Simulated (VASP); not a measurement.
# CsRuN2 (Fd-3m) in VASP: equation of state

Aim: energy against volume of CsRuN2 in PBE, for its equilibrium volume and stiffness.

All numbers are computed with VASP 6.6.1; they aren't measurements. Logs are shortened: lines on timing, memory, paths and dates and some standing lists are left out, and cuts for length are marked.

### 1 The crystal as given

The structure is cubic, space group Fd-3m (No. 227). Conventional cell: a = 8.639 Å, b = 8.639 Å, c = 8.639 Å, α = 90.00°, β = 90.00°, γ = 90.00°. Around Cs (site symmetry -43m) lie 12 N at 3.58 Å and 4 Cs at 3.74 Å and 4 Ru at 3.74 Å. Around Ru (site symmetry -43m) lie 4 N at 1.87 Å. Around N (site symmetry -3m) lie 2 Ru at 1.87 Å.

The cell comes from a database or a generator and needn't be the stable form of this composition.

### 2 Equation of state, PBE, 18.94 Å³/atom (volume scaled by 0.94)

INCAR

```
SYSTEM = CsRuN2
PREC = Accurate
ENCUT = 520
EDIFF = 1E-7
ISMEAR = -1
SIGMA = 0.05
LREAL = .False.
LASPH = .True.
NELM = 100
ALGO = Normal
ISIF = 2
LWAVE = .False.
LCHARG = .False.
GGA = PE
NBANDS = 43
```

KPOINTS

```
Automatic mesh
0
Gamma
  6 6 6
  0 0 0
```

POSCAR

```
CsRuN2
1.0
    0.0000000000      4.2312918294      4.2312918294
    4.2312918294      0.0000000000      4.2312918294
    4.2312918294      4.2312918294      0.0000000000
Cs Ru N
2 2 4
Direct
    0.5000000000      0.5000000000      0.5000000000
    0.7500000000      0.7500000000      0.7500000000
    0.0000000000      0.0000000000      0.0000000000
    0.2500000000      0.2500000000      0.2500000000
    0.1250000000      0.6250000000      0.1250000000
    0.6250000000      0.1250000000      0.1250000000
    0.1250000000      0.1250000000      0.1250000000
    0.1250000000      0.1250000000      0.6250000000
```

Potentials or basis: VASP PAW PBE potentials, release 64 (Cs_sv, Ru_pv, N).

On the command line:

```
> cat potpaw_PBE.64/Cs_sv/POTCAR potpaw_PBE.64/Ru_pv/POTCAR potpaw_PBE.64/N/POTCAR > POTCAR
> mpirun -np 1 vasp_std > vasp.out
```

OUTCAR:

```text
SYSTEM = CsRuN2
   PREC = Accurate
   ENCUT = 520
   EDIFF = 1E-7
   ISMEAR = -1
   LREAL = .False.
   LASPH = .True.
   NELM = 100
   ISIF = 2
   GGA = PE

 Found     16 irreducible k-points:

 Following reciprocal coordinates:
            Coordinates               Weight
  0.000000  0.000000  0.000000      1.000000
  0.166667  0.000000  0.000000      8.000000
  0.333333  0.000000  0.000000      8.000000
  0.500000  0.000000  0.000000      4.000000
  0.166667  0.166667  0.000000      6.000000
  0.333333  0.166667  0.000000     24.000000
   k-points           NKPTS =     16   k-points in BZ     NKDIM =     16   number of bands    NBANDS=     43
   number of dos      NEDOS =    301   number of ions     NIONS =      8
   total plane-waves  NPLWV = 110592
   dimension x,y,z NGX =    48 NGY =   48 NGZ =   48
   dimension x,y,z NGXF=    96 NGYF=   96 NGZF=   96
   ions per type =               2   2   4
   NGX,Y,Z   is equivalent  to a cutoff of  13.34, 13.34, 13.34 a.u.
   NGXF,Y,Z  is equivalent  to a cutoff of  26.67, 26.67, 26.67 a.u.
 SYSTEM =  CsRuN2
   PREC   = accura    normal or accurate (medium, high low for compatibility)
   ISTART =      0    job   : 0-new  1-cont  2-samecut
   ICHARG =      2    charge: 1-file 2-atom 10-const
   ISPIN  =      1    spin polarized calculation?
   LNONCOLLINEAR =      F non collinear calculations
   LSORBIT =      F    spin-orbit coupling
   LASPH  =      T    aspherical Exc in radial PAW
   ENCUT  =  520.0 eV  38.22 Ry    6.18 a.u.  11.13 11.13 11.13*2*pi/ulx,y,z
   NELM   =    100;   NELMIN=  2; NELMDL= -5     # of ELM steps
   EDIFF  = 0.1E-06   stopping-criterion for ELM
   LREAL  =      F    real-space projection
   EDIFFG = 0.1E-05   stopping-criterion for IOM
   NSW    =      0    number of steps for IOM
   IBRION =     -1    ionic relax: 0-MD 1-quasi-New 2-CG
   NFREE  =      0    steps in history (QN), initial steepest desc. (CG)
   ISIF   =      2    stress and relaxation
   ISYM   =      2    0-nonsym 1-usesym 2-fastsym
   POTIM  = 0.5000    time-step for ionic-motion
   TEBEG  =    0.0;   TEEND  =   0.0 temperature during run
   PSTRESS=    0.0 pullay stress
   NELECT =      66.0000    total number of electrons
   NUPDOWN=      -1.0000    fix difference up-down
   EMIN   =  10.00;   EMAX   =-10.00  energy-range for DOS
   EFERMI =   0.00;   METHOD = LEGACY
   ISMEAR =    -1;   SIGMA  =   0.05  broadening in eV -4-tet -1-fermi 0-gaus
   EFERMI_NEDOS =   21; number of points for ismear=-14 and -15
   IALGO  =     38    algorithm
   IMIX   =      4    mixing-type and parameters
     AMIX     =   0.40;   BMIX     =  1.00
     AMIX_MAG =   1.60;   BMIX_MAG =  1.00
  volume/ion in A,a.u.               =      18.94       127.81
  Fermi-wavevector in a.u.,A,eV,Ry     =   1.241004  2.345157 20.954208  1.540091
  Thomas-Fermi vector in A             =   2.375420
   LORBIT       =      0    0 simple, 1 ext, 2 COOP (PROOUT), +10 PAW based schemes
   GGA     = PE    functional components
   LHFCALC =     F    Hartree Fock is set to
   AEXX    =    0.0000 exact exchange contribution
   IVDW    =     0    specifies the selected vdW correction
   LEPSILON=     F    determine dielectric tensor
   LRPA    =     F    only Hartree local field effects (RPA)
 non-spin polarized calculation
  energy-cutoff  :      520.00
  volume of cell :      151.51
 maximum number of plane-waves:      4105
 NGX is ok and might be reduce to    48
   NGX = 23   NGY = 23   NGZ = 23

 number of electron      65.9999993 magnetization

 Free energy of the ion-electron system (eV)
  ---------------------------------------------------
  ext. energy  EPLUGINS =         0.00000000
  ---------------------------------------------------
  free energy    TOTEN  =       -52.51966941 eV

  energy without entropy =      -52.47084607  energy(sigma->0) =      -52.49525774

 E-fermi :   5.4189     XC(G=0):  -9.9772

 val. band max:        5.4155841958   @ k =  -0.3333   0.3333   0.0000
 cond. band min:       5.4357452982   @ k =   0.3333   0.0000   0.0000
 fundamental gap:      0.0201611024
 Fermi energy:         5.4188546989

 k-point     1 :       0.0000    0.0000    0.0000
  band No.  band energies     occupation
      1     -39.2908      2.00000
      2     -39.2908      2.00000
      3     -39.2908      2.00000
      4     -39.2737      2.00000
      5     -39.2737      2.00000
      6     -39.2737      2.00000
[... 35 lines left out ...]
     42       9.9976      0.00000
     43       9.9992      0.00000

 k-point     2 :       0.1667    0.0000    0.0000
  band No.  band energies     occupation
      1     -39.2912      2.00000
      2     -39.2912      2.00000
      3     -39.2905      2.00000
      4     -39.2741      2.00000
      5     -39.2734      2.00000
      6     -39.2734      2.00000
[... 35 lines left out ...]
     42       9.8394      0.00000
     43       9.8405      0.00000

 k-point     3 :       0.3333    0.0000    0.0000
  band No.  band energies     occupation
      1     -39.2919      2.00000
      2     -39.2919      2.00000
      3     -39.2898      2.00000
      4     -39.2748      2.00000
      5     -39.2727      2.00000
      6     -39.2727      2.00000
[... 35 lines left out ...]
     42       9.1536      0.00000
     43       9.4381      0.00000

 k-point     4 :       0.5000    0.0000    0.0000
  band No.  band energies     occupation
      1     -39.2923      2.00000
      2     -39.2923      2.00000
      3     -39.2894      2.00000
      4     -39.2752      2.00000
      5     -39.2724      2.00000
      6     -39.2724      2.00000
[... 35 lines left out ...]
     42       9.1261      0.00000
     43       9.2403      0.00000

 k-point     5 :       0.1667    0.1667    0.0000
  band No.  band energies     occupation
      1     -39.2916      2.00000
      2     -39.2916      2.00000
      3     -39.2897      2.00000
      4     -39.2749      2.00000
      5     -39.2730      2.00000
      6     -39.2730      2.00000
[... 35 lines left out ...]
     42       9.6606      0.00000
     43      10.0991      0.00000

 k-point     6 :       0.3333    0.1667    0.0000
  band No.  band energies     occupation
      1     -39.2924      2.00000
      2     -39.2923      2.00000
      3     -39.2885      2.00000
      4     -39.2761      2.00000
      5     -39.2723      2.00000
      6     -39.2722      2.00000
[... 35 lines left out ...]
     42       9.2297      0.00000
     43       9.4416      0.00000

 [... further k-points ...]

------------------------ aborting loop because EDIFF is reached ----------------------------------------

  FORCE on cell =-STRESS in cart. coord.  units (eV):
  Direction    XX          YY          ZZ          XY          YZ          ZX
  --------------------------------------------------------------------------------------
  -------------------------------------------------------------------------------------
  Total        5.5775134      5.5775134      5.5775134      0.0000000      0.0000000      0.0000000
  in kB       58.9796605     58.9796605     58.9796605      0.0000000      0.0000000      0.0000000
  external PRESSURE =      58.9796605 kB  Pullay stress =       0.0000000 kB

 VOLUME and BASIS-vectors are now :
 -----------------------------------------------------------------------------
  energy-cutoff  :      520.00
  volume of cell :      151.51
      direct lattice vectors                 reciprocal lattice vectors
     0.000000000  4.231291829  4.231291829    -0.118167222  0.118167222  0.118167222
     4.231291829  0.000000000  4.231291829     0.118167222 -0.118167222  0.118167222
     4.231291829  4.231291829  0.000000000     0.118167222  0.118167222 -0.118167222

 POSITION                                       TOTAL-FORCE (eV/Angst)
 -----------------------------------------------------------------------------------
      4.23129      4.23129      4.23129        -0.000000     -0.000000     -0.000000
      6.34694      6.34694      6.34694         0.000000      0.000000     -0.000000
      0.00000      0.00000      0.00000        -0.000000     -0.000000     -0.000000
      2.11565      2.11565      2.11565         0.000000      0.000000      0.000000
      3.17347      1.05782      3.17347        -0.000000     -0.000000     -0.000000
      1.05782      3.17347      3.17347        -0.000000     -0.000000     -0.000000
      1.05782      1.05782      1.05782        -0.000000     -0.000000     -0.000000
      3.17347      3.17347      1.05782        -0.000000     -0.000000     -0.000000
 -----------------------------------------------------------------------------------
    total drift:                               -0.000000      0.000000      0.000000

  FREE ENERGIE OF THE ION-ELECTRON SYSTEM (eV)
  ---------------------------------------------------
  free  energy   TOTEN  =       -52.5196694086 eV

  energy  without entropy=      -52.4708460725  energy(sigma->0) =      -52.49525774
```

Wall time 1.9 min (1 thread of AMD EPYC 9R45 (Zen 5), shared host); peak memory 0.33 GiB.

Results:

```yaml
Free_energy: -52.5197 eV
Pressure: 5.9 GPa
Band_gap_on_the_k_mesh: none (metal or under the smearing width)
```

### 3 Equation of state, PBE, 19.34 Å³/atom (volume scaled by 0.96)

INCAR

```
SYSTEM = CsRuN2
PREC     = Accurate       ! precision mode
ENCUT    = 520            ! plane-wave cutoff, eV
EDIFF    = 1E-7           ! SCF threshold, eV
ISMEAR   = -1             ! smearing method
SIGMA    = 0.05           ! smearing width, eV
LREAL    = .FALSE.        ! projectors in reciprocal space
LASPH    = .TRUE.         ! aspherical terms in the spheres
NELM     = 60             ! most SCF steps
ALGO     = Normal         ! electronic algorithm
ISIF     = 2              ! what is computed and relaxed
LWAVE    = .FALSE.        ! write WAVECAR
LCHARG   = .FALSE.        ! write CHGCAR
GGA      = PE             ! functional
NBANDS   = 43             ! bands
```

KPOINTS

```
regular mesh
0
G
  6 6 6
  0 0 0
```

Edit POSCAR of step 2 so:

```diff
@@ -2,5 +2,5 @@
 1.0
-    0.0000000000      4.2312918294      4.2312918294
-    4.2312918294      0.0000000000      4.2312918294
-    4.2312918294      4.2312918294      0.0000000000
+    0.0000000000      4.2610906410      4.2610906410
+    4.2610906410      0.0000000000      4.2610906410
+    4.2610906410      4.2610906410      0.0000000000
 Cs Ru N
```

Potentials or basis: VASP PAW PBE potentials, release 64 (Cs_sv, Ru_pv, N).

On the command line:

```
> cat potpaw_PBE.64/Cs_sv/POTCAR potpaw_PBE.64/Ru_pv/POTCAR potpaw_PBE.64/N/POTCAR > POTCAR
> mpirun -np 1 vasp_std > vasp.out
```

It took 2 min on 1 thread of AMD EPYC 9R45 (Zen 5), shared host; peak memory 0.34 GiB.

It converged, with:

```yaml
Free_energy: -52.6136 eV
Pressure: 3.3 GPa
Band_gap_on_the_k_mesh: none (metal or under the smearing width)
```

### 4 Equation of state, PBE, 19.75 Å³/atom (volume scaled by 0.98)

INCAR

```
PREC = Accurate ; ENCUT = 520
EDIFF = 1E-7 ; ISMEAR = -1
SIGMA = 0.05 ; LREAL = F
LASPH = T ; NELM = 60
ALGO = Normal ; ISIF = 2
LWAVE = F ; LCHARG = F
GGA = PE ; NBANDS = 43
```

KPOINTS

```
Automatic mesh
0
Gamma
  6 6 6
```

Edit POSCAR of step 3 so:

```diff
@@ -2,5 +2,5 @@
 1.0
-    0.0000000000      4.2610906410      4.2610906410
-    4.2610906410      0.0000000000      4.2610906410
-    4.2610906410      4.2610906410      0.0000000000
+    0.0000000000      4.2904784017      4.2904784017
+    4.2904784017      0.0000000000      4.2904784017
+    4.2904784017      4.2904784017      0.0000000000
 Cs Ru N
```

On the command line:

```
> cat potpaw_PBE.64/Cs_sv/POTCAR potpaw_PBE.64/Ru_pv/POTCAR potpaw_PBE.64/N/POTCAR > POTCAR
> mpirun -np 1 vasp_std > vasp.out
```

Run time: 2 min. Hardware: 1 thread of AMD EPYC 9R45 (Zen 5), shared host; peak memory 0.34 GiB.

The run converged. Its results:

```yaml
Free_energy: -52.6579 eV
Pressure: 1.0 GPa
Band_gap_on_the_k_mesh: none (metal or under the smearing width)
```

### 5 Equation of state, PBE, 20.55 Å³/atom (volume scaled by 1.02)

INCAR

```
SYSTEM = CsRuN2
  PREC = Accurate
  ENCUT = 520
  EDIFF = 1E-7
  ISMEAR = -1
  SIGMA = 0.05
  LREAL = .False.
  LASPH = .True.
  NELM = 80
  ALGO = Normal
  ISIF = 2
  LWAVE = .False.
  LCHARG = .False.
  GGA = PE
  NBANDS = 43
```

KPOINTS

```
Automatic mesh
0
Gamma
  6 6 6
  0 0 0
```

Edit POSCAR of step 4 so:

```diff
@@ -2,5 +2,5 @@
 1.0
-    0.0000000000      4.2904784017      4.2904784017
-    4.2904784017      0.0000000000      4.2904784017
-    4.2904784017      4.2904784017      0.0000000000
+    0.0000000000      4.3480755886      4.3480755886
+    4.3480755886      0.0000000000      4.3480755886
+    4.3480755886      4.3480755886      0.0000000000
 Cs Ru N
```

On the command line:

```
> cat potpaw_PBE.64/Cs_sv/POTCAR potpaw_PBE.64/Ru_pv/POTCAR potpaw_PBE.64/N/POTCAR > POTCAR
> mpirun -np 1 vasp_std > vasp.out
```

It took 1.9 min on 1 thread of AMD EPYC 9R45 (Zen 5), shared host; peak memory 0.34 GiB.

It converged, with:

- Free energy: -52.6180 eV
- Pressure: -3.0 GPa
- Band gap on the k mesh: none (metal or under the smearing width)

### 6 Equation of state, PBE, 20.95 Å³/atom (volume scaled by 1.04)

INCAR

```
PREC = Accurate
ENCUT = 520
EDIFF = 1E-7
ISMEAR = -1
SIGMA = 0.05
LREAL = False
LASPH = True
NELM = 60
ALGO = Normal
ISIF = 2
LWAVE = False
LCHARG = False
GGA = PE
NBANDS = 43
```

KPOINTS

```
regular mesh
0
Gamma
  6 6 6
```

Edit POSCAR of step 5 so:

```diff
@@ -2,5 +2,5 @@
 1.0
-    0.0000000000      4.3480755886      4.3480755886
-    4.3480755886      0.0000000000      4.3480755886
-    4.3480755886      4.3480755886      0.0000000000
+    0.0000000000      4.3763106369      4.3763106369
+    4.3763106369      0.0000000000      4.3763106369
+    4.3763106369      4.3763106369      0.0000000000
 Cs Ru N
```

Potentials or basis: VASP PAW PBE potentials, release 64 (Cs_sv, Ru_pv, N).

On the command line:

```
> cat potpaw_PBE.64/Cs_sv/POTCAR potpaw_PBE.64/Ru_pv/POTCAR potpaw_PBE.64/N/POTCAR > POTCAR
> mpirun -np 1 vasp_std > vasp.out
```

Run time: 1.8 min. Hardware: 1 thread of AMD EPYC 9R45 (Zen 5), shared host; peak memory 0.34 GiB.

Results (log left out):

* Free energy: -52.5428 eV
* Pressure: -4.6 GPa
* Band gap on the k mesh: none (metal or under the smearing width)

### 7 Equation of state, PBE, 21.36 Å³/atom (volume scaled by 1.06)

Edit INCAR of step 6 so:

```diff
@@ -7,3 +7,3 @@
 LASPH = True
-NELM = 60
+NELM = 80
 ALGO = Normal
```

KPOINTS

```
Automatic mesh
0
Gamma
  6 6 6
```

Edit POSCAR of step 6 so:

```diff
@@ -2,5 +2,5 @@
 1.0
-    0.0000000000      4.3763106369      4.3763106369
-    4.3763106369      0.0000000000      4.3763106369
-    4.3763106369      4.3763106369      0.0000000000
+    0.0000000000      4.4041859785      4.4041859785
+    4.4041859785      0.0000000000      4.4041859785
+    4.4041859785      4.4041859785      0.0000000000
 Cs Ru N
```

On the command line:

```
> cat potpaw_PBE.64/Cs_sv/POTCAR potpaw_PBE.64/Ru_pv/POTCAR potpaw_PBE.64/N/POTCAR > POTCAR
> mpirun -np 1 vasp_std > vasp.out
```

It took 1.8 min on 1 thread of AMD EPYC 9R45 (Zen 5), shared host; peak memory 0.34 GiB.

It converged, with:

| Property | Result |
| --- | --- |
| Free energy | -52.4359 eV |
| Pressure | -6.1 GPa |
| Band gap on the k mesh | none (metal or under the smearing width) |

### 8 Equation of state, PBE

No new run: the results of the series are fitted here.

What came out:

```yaml
Equilibrium_volume: 19.94 Å³/atom
Bulk_modulus: 103 GPa
Pressure_derivative_of_the_bulk_modulus: 4.5
```

Energy against volume, from the lowest point:
```
volume (Å³/atom)  energy (meV/atom)
          18.939              17.27
          19.342               5.54
          19.745               0.00
          20.148               0.01
          20.551               4.98
          20.954              14.39
          21.357              27.75
```

The run has no spin-orbit coupling, so splittings on Cs are missing.
